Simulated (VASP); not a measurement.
Here is the system:

```
SnTe
1.0
    0.00000     3.18407     3.18407
    3.18407     0.00000     3.18407
    3.18407     3.18407     0.00000
Sn Te
1 1
Direct
  0.00000   0.00000   0.00000
  0.50000   0.50000   0.50000
```

These are r2SCAN meta-GGA, VASP's PBE PAW potentials (set 64) (plane waves; VASP) values and carry that method's errors. Run with 480 eV cut-off, 8×8×8 Γ-centred mesh, Gaussian smearing of 0.050 eV, potentials Sn_d Te.

Unless said otherwise, spin-orbit coupling is left out, though it shifts the bands of the heavy elements here.

Question: Predict the energy per atom (σ→0), band gap (on the k-mesh) with the smallest direct gap where there is one.

Answer: 
| Item | Value |
|---|---|
| band gap (on the k-mesh) | 0.13 eV |
| smallest direct gap (on the k-mesh) | 0.13 eV |
| energy per atom (σ→0) | -25.343 eV/atom |

The absolute energy has meaning only against runs of the same code, potentials and settings.

The compound is SnTe in the rock salt structure, which distorts at low temperature. It was relaxed first.
